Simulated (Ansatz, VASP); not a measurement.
# Cross-check of In2SeS (In2SSe monolayer) between VASP and Ansatz

Wanted: the spread between two codes on one cell, functional and k mesh. The cell is taken from a series of runs on this material, whose earlier steps may have relaxed, scaled, displaced or heated it; both programs get it as it stands.

Main program and level: Ansatz 0.2.0; plane waves, with VASP 6.6.1 beside it; single point at r2SCAN with D4.

## (1) Set-up

The cell holds 4 atoms: 1 Se, 2 In and 1 S. Cell: a = 3.944 Å, b = 3.944 Å, c = 23.229 Å, α = 90.0°, β = 90.0°, γ = 120.0°. Vacuum lies along c.

As a file:

```cif
data_structure
_symmetry_space_group_name_H-M 'P 1'
_symmetry_Int_Tables_number 1
_cell_length_a 3.9441
_cell_length_b 3.9441
_cell_length_c 23.2291
_cell_angle_alpha 90.000
_cell_angle_beta 90.000
_cell_angle_gamma 120.000
_cell_volume 312.94
loop_
_atom_site_label
_atom_site_type_symbol
_atom_site_fract_x
_atom_site_fract_y
_atom_site_fract_z
_atom_site_occupancy
Se1 Se 0.33333 0.66667 0.38744 1
In2 In 0.00000 0.00000 0.44384 1
In3 In 0.00000 0.00000 0.56398 1
S4 S 0.33333 0.66667 0.61256 1
```

## (2) Ansatz: single point, r2SCAN with D4

Ansatz runs on its default PAW (the set named soft_2) files.

A single point gives forces, pressure and levels at one fixed geometry, so differences don't come from the geometry; what else differs is listed under the comparison.

File input.yaml:

```yaml
crystal:
  lattice:
    - [3.9441026056, 0.0, 0.0]
    - [-1.9720513028, 3.4156930516, 0.0]
    - [0.0, 0.0, 23.2291240605]
  atoms:
    - { symbol: Se, position: [0.3333333333, 0.6666666667, 0.3874446568] }
    - { symbol: In, position: [0.0, 0.0, 0.4438385195] }
    - { symbol: In, position: [0.0, 0.0, 0.5639771218] }
    - { symbol: S, position: [0.3333333333, 0.6666666667, 0.6125553432] }
kpoints:
  mp_grid: { grid: [12, 12, 1] }
  band_path:
    path: [[0, 0, 0], [0.5, 0, 0], [0.33333333, 0.33333333, 0], [0, 0, 0]]
    npoints: 16
hamiltonian:
  xc: r2scan
  dispersion: d4
scf:
  occupations: { method: fermi_dirac, width: 0.05 }
  convergence: { dr2_threshold: 1.0e-10 }
efield:
  axis: 3
  dipole_correction: true
  ramp_position: 0.97
  ramp_width: 0.06
  amplitude: 0
output:
  dos: { projected: true, e_range: [-6, 5] }
  bader: true
  write_potential: true
  write_density: true
  volumetric_format: npy
  elf: true
```

Command:

```sh
ansatz run input.yaml --threads 4 --pin off --max-ram 6144MiB --backend cpu --events-out ev --progress --plain --runs-dir out
```

Numbers of over 12 decimals in the logs are rounded to 6 here.

Output:

```text
Engine: ansatz 0.2.0, x86_64-unknown-linux-gnu
Pseudopotentials: kind: paw
Pseudopotential: Se, paw, valence charge 16, recommended cutoff 500 eV (meta_gga), Se.paw.azcp
Pseudopotential: In, paw, valence charge 13, recommended cutoff 500 eV (meta_gga), In.paw.azcp
Pseudopotential: S, paw, valence charge 6, recommended cutoff 500 eV (meta_gga), S.paw.azcp
Functional definition: r2SCAN
  parameter k0 = 0.174
  parameter k1 = 0.065
  parameter a1 = 4.9479
  exchange = r2scan_x(k0 = k0, k1 = k1, a1 = a1)
  correlation = r2scan_c
Crystal: 4 atoms, lattice volume = 312.939 Å³
Basis set: ecut = 500 eV, 7927 PW (Γ), exchange–correlation on 120×120×720 points (64 copies of the dense FFT grid, shifted against one another)
Bands: 29, of which v1, the nominal top of the filled ones, is band 24 counted from 1 (23 counted from 0)
Symmetry: 6 space group operations
Space group: P3m1 (ITA 156), of the structure as read, at distance tolerance 6.8e-5 Å
k-points: 19 of 144 (time reversal used)
Non-local potential: Se, projectors of the file, l = 0: 2, l = 1: 2, l = 2: 3, l = 3: 1
Non-local potential: In, projectors of the file, l = 0: 2, l = 1: 2, l = 2: 2, l = 3: 2
Non-local potential: S, projectors of the file, l = 0: 2, l = 1: 2, l = 2: 2
PAW form: soft (Blöchl's): semilocal exchange-correlation on the pseudo side does not see the compensation charge
PAW frozen core: Se, regenerated for the run's functional (the file was generated under x = pbe(κ = 0.804, μ = 0.219515), c = pbe(β = 0.066725))
PAW frozen core: In, regenerated for the run's functional (the file was generated under x = pbe(κ = 0.804, μ = 0.219515), c = pbe(β = 0.066725))
PAW frozen core: S, regenerated for the run's functional (the file was generated under x = pbe(κ = 0.804, μ = 0.219515), c = pbe(β = 0.066725))
PAW one-centre angular grid: Se, 590 points (default); XC on 160 Gauss nodes
PAW one-centre angular grid: In, 590 points (default); XC on 289 of its mesh's 2783 points in the sphere
PAW one-centre angular grid: S, 302 points (default); XC on 160 Gauss nodes
Initial density: superposition of atomic densities (neutral atoms: chi_scale 0, normalization atom), corrected by the library's trained network
Initial wavefunctions: pseudopotential atomic-orbital guess
Functional: x = r2scan, c = r2scan; τ floored in thin density (d = 2e-4 eV/Å³)
SCF iter   1: F=—  HF=-17610.564304 eV  |F-HF|=—  |Δ(HF+E_count)|=         —  Δρ=3.52e-3  dr2=2.79e-2  dr2_τ=1.90e-2  ethr=1.77e-3  p=0.008 e·Å  D=4.57e-3 V/Å  ΔV_dip=-0.11 eV  dr2_dipole=1.11e-3  V_vac-E_F(+/−)=5.18/5.28 eV  ⟨swp⟩=8.5  Hψ=2962  notcnv=0
efield: sawtooth ramp at fractional position 0.9700 (set: `efield.ramp_position`, or a place that a band, a saddle search or an elastic batch's reference lends), width 0.0600; the density the first Hamiltonian is built on has a dipole p = 0.008 e·Å; the dipole correction subtracts the counter field D = 4.57e-3 V/Å, which shifts the + side's vacuum level by -0.11 eV against the − side's; the planar-averaged density in the ramp window peaks in size at 3.1e-6 e/Å³
preconditioner: auto → Resta (q_TF=auto, 1.996 Å⁻¹)  ε∞=1.8  [insulator: Δε(μ)=2.074 eV  Ē_g=14.399 eV  σ=0.050 eV  W_gap=1.00  n_scr=44 (ndim 8)  ℏωp=12.9 eV  f_vac=0.633  D(μ)=0.00/eV (n_scr^D=0)  ε∞_Penn≈1.8  vacuum switching on, ρ_ref=1.5e-2 e/Å³]
SCF iter   2: F=—  HF=-17610.581756 eV  |F-HF|=—  |Δ(HF+E_count)|=   1.75e-2  Δρ=1.43e-3  dr2=5.83e-3  dr2_τ=1.47e-4  ethr=5.81e-5  p=-0.012 e·Å  D=-7.06e-3 V/Å  ΔV_dip=0.16 eV  dr2_dipole=3.85e-4  V_vac-E_F(+/−)=5.35/5.19 eV  ⟨swp⟩=2.7  Hψ=1169  notcnv=0  defer=17
SCF iter   3: F=—  HF=-17610.583619 eV  |F-HF|=—  |Δ(HF+E_count)|=   1.86e-3  Δρ=6.71e-4  dr2=7.88e-3  dr2_τ=9.13e-5  ethr=1.22e-5  p=0.001 e·Å  D=4.83e-4 V/Å  ΔV_dip=-0.01 eV  dr2_dipole=2.97e-3  V_vac-E_F(+/−)=5.29/5.30 eV  ⟨swp⟩=3.2  Hψ=977  notcnv=0  defer=17
SCF iter   4: F=—  HF=-17610.582687 eV  |F-HF|=—  |Δ(HF+E_count)|=   9.32e-4  Δρ=3.28e-4  dr2=7.19e-4  dr2_τ=1.25e-5  ethr=1.22e-5  p=-0.015 e·Å  D=-8.63e-3 V/Å  ΔV_dip=0.20 eV  dr2_dipole=1.68e-4  V_vac-E_F(+/−)=5.39/5.19 eV  ⟨swp⟩=2.1  Hψ=689  notcnv=0  defer=17
SCF iter   5: F=—  HF=-17610.582752 eV  |F-HF|=—  |Δ(HF+E_count)|=   6.46e-5  Δρ=8.05e-5  dr2=2.44e-5  dr2_τ=6.38e-7  ethr=1.50e-6  p=-0.013 e·Å  D=-7.65e-3 V/Å  ΔV_dip=0.18 eV  dr2_dipole=3.25e-6  V_vac-E_F(+/−)=5.38/5.20 eV  ⟨swp⟩=1.8  Hψ=685  notcnv=0  defer=17
SCF iter   6: F=—  HF=-17610.582764 eV  |F-HF|=—  |Δ(HF+E_count)|=   1.21e-5  Δρ=1.86e-5  dr2=1.78e-6  dr2_τ=7.92e-8  ethr=5.08e-8  p=-0.013 e·Å  D=-7.48e-3 V/Å  ΔV_dip=0.17 eV  dr2_dipole=2.71e-8  V_vac-E_F(+/−)=5.37/5.20 eV  ⟨swp⟩=2.4  Hψ=894  notcnv=0  defer=17
SCF iter   7: F=—  HF=-17610.582646 eV  |F-HF|=—  |Δ(HF+E_count)|=   1.18e-4  Δρ=7.31e-6  dr2=4.15e-7  dr2_τ=1.34e-8  ethr=3.71e-9  p=-0.013 e·Å  D=-7.45e-3 V/Å  ΔV_dip=0.17 eV  dr2_dipole=3.58e-10  V_vac-E_F(+/−)=5.37/5.20 eV  ⟨swp⟩=2.6  Hψ=931  notcnv=0  defer=17
SCF iter   8: F=—  HF=-17610.582646 eV  |F-HF|=—  |Δ(HF+E_count)|=   6.56e-8  Δρ=2.37e-6  dr2=1.14e-8  dr2_τ=9.70e-10  ethr=8.64e-10  p=-0.013 e·Å  D=-7.46e-3 V/Å  ΔV_dip=0.17 eV  dr2_dipole=8.54e-12  V_vac-E_F(+/−)=5.37/5.20 eV  ⟨swp⟩=2.6  Hψ=803  notcnv=0  defer=17
SCF iter   9: F=—  HF=-17610.582646 eV  |F-HF|=—  |Δ(HF+E_count)|=   3.94e-8  Δρ=5.29e-7  dr2=6.85e-10  dr2_τ=4.08e-11  ethr=2.37e-11  p=-0.013 e·Å  D=-7.46e-3 V/Å  ΔV_dip=0.17 eV  dr2_dipole=1.46e-13  V_vac-E_F(+/−)=5.37/5.20 eV  ⟨swp⟩=2.1  Hψ=857  notcnv=0  defer=17
SCF iter  10: F=-17610.582646 eV  HF=-17610.582646 eV  |F-HF|=2.18e-11  |Δ(HF+E_count)|=   2.28e-9  Δρ=8.52e-8  dr2=3.88e-11  dr2_τ=1.84e-12  ethr=1.00e-12  p=-0.013 e·Å  D=-7.46e-3 V/Å  ΔV_dip=0.17 eV  dr2_dipole=1.95e-12  V_vac-E_F(+/−)=5.37/5.20 eV  ⟨swp⟩=9.9  Hψ=1817  notcnv=0
SCF 1 converged in 10 iterations: F = -17610.582646 eV  dr2 = 3.88e-11
  greatest PAW one-centre occupation: 1.000 electrons in one spin orbital (limit 2), on the Se atom at site 0 (counted from 0), in its partial waves of l = 2
NSCF: frozen V_eff on 49 k-points
efield: sawtooth ramp at fractional position 0.9700 (kept from the solve that this one continues, or follows in the run), width 0.0600; the density the first Hamiltonian is built on has a dipole p = -0.013 e·Å; the dipole correction subtracts the counter field D = -7.46e-3 V/Å, which shifts the + side's vacuum level by +0.17 eV against the − side's; the planar-averaged density in the ramp window peaks in size at 7.8e-7 e/Å³
WARN: The output density's exchange-correlation potential varies sharply where the density is thin. Do not read a vacuum level from v_tot or v_xc, or from such a field of the output density. On a cell that repeats whose density bears no net charge and no dipole along the vacuum's axis use v_es (v_loc + v_h of the components); under efield.dipole_correction with no amplitude use v_es + v_field, which holds any externa [...]
SCF converged after 10 iterations
Free energy (F): -17610.582646 eV
Harris-Foulkes:  -17610.582646 eV  (|F-HF|=2.18e-11)
Internal energy: -17610.582646 eV  (E = F + TS)
E sigma→0 (E₀):  -17610.582646 eV
Fermi energy:    -0.900734 eV
Dipole field:    D = -0.007457 V/Å  (p = -0.012896 e·Å, saw-weighted, corrected)
Work function:   Φ+ = 5.3731 eV   Φ− = 5.1999 eV
Levels:          The Fermi level and band energies are counted from a zero that moves with the ramp; work functions are not
--- Per-component energies (eV) ---
  E_band       = -939.721536
  E_kinetic    = 710.235140
  E_local      = -34487.429497  (includes V_loc(G=0)·N_el)
  E_nonlocal   = 169.149161
  E_hartree    = 16740.876370
  E_xc         = -590.648373
  E_vxc        = -412.231786  (∫ρ·V_xc dr)
  E_paw        = -10904.686684  (= ΣΔE_a)
  E_vpaw       = -425.745132  (= ΣTr[D̂ρ^β])
  E_aug_tail   = -0.000194  (compensation charges beyond the density's cutoff)
  E_vtau       = 24.725615  (kinetic-family band-sum trace: ∫τ·v_τ [+ j·A + Jᵃ·Aᵃ] dr)
  E_efield     = 0.000048  (sawtooth field / dipole correction)
  E_vefield    = -0.177276  (∫n·V_field dr)
  E_ewald      = 10752.170511
  E_disp       = -0.305684  (pairwise vdW)
  E_core_change = 0.056555  (= ΣΔE_core)
  E_smearing   = -0.000000  (= −TS)
  E_closure    = 0.000000  (closes the sum)
  Σ components = -17610.582646   (vs F -17610.582646, Δ=0.00e0)
--- Band table (eV; the first three rows and the last of 19) ---
  k-point 0: bands = [... 20 lower, -3.0856, -2.3100, -2.3100, -2.1149, 0.0756, 1.5406, 3.6364, 3.6364, ... 1 higher]
  k-point 1: bands = [... 20 lower, -3.1613, -2.7364, -2.3989, -2.0678, 0.4037, 1.9047, 3.2230, 3.7107, ... 1 higher]
  k-point 2: bands = [... 20 lower, -3.4994, -3.3578, -2.6257, -2.0396, 0.9563, 2.0855, 3.0054, 3.8584, ... 1 higher]
  k-point 18: bands = [... 20 lower, -4.9940, -3.9210, -3.4448, -3.0786, 0.8577, 1.7333, 2.5138, 3.6095, ... 1 higher]
--- Bader charges: 4 sites ---
  site symbol  charge [e]  shift [e]
     0     Se     -0.7632     0.0021
     1     In      0.7561     0.0021
     2     In      0.9123     0.0021
     3      S     -0.9052     0.0021
  estimated error of the sums over rays = 2.1e-4 e
```

The column dr2 measures how far the density is from self-consistency, as an energy; F and HF (Harris–Foulkes) agree once it is small.

[end of part 1 of 2]

[Lines on the potential files, build, host, timing and source positions are cut from VASP's logs without a mark.]

[Logs are printed without paths, hosts, clocks, repeated set-up lines and the standing remarks that a program may print on its own settings, such as how far it seeks lower states.]

[Hosts, paths, dates, database ids (printed as entryN), source tags and the programs' standing remarks are cut or masked in the printed files.]
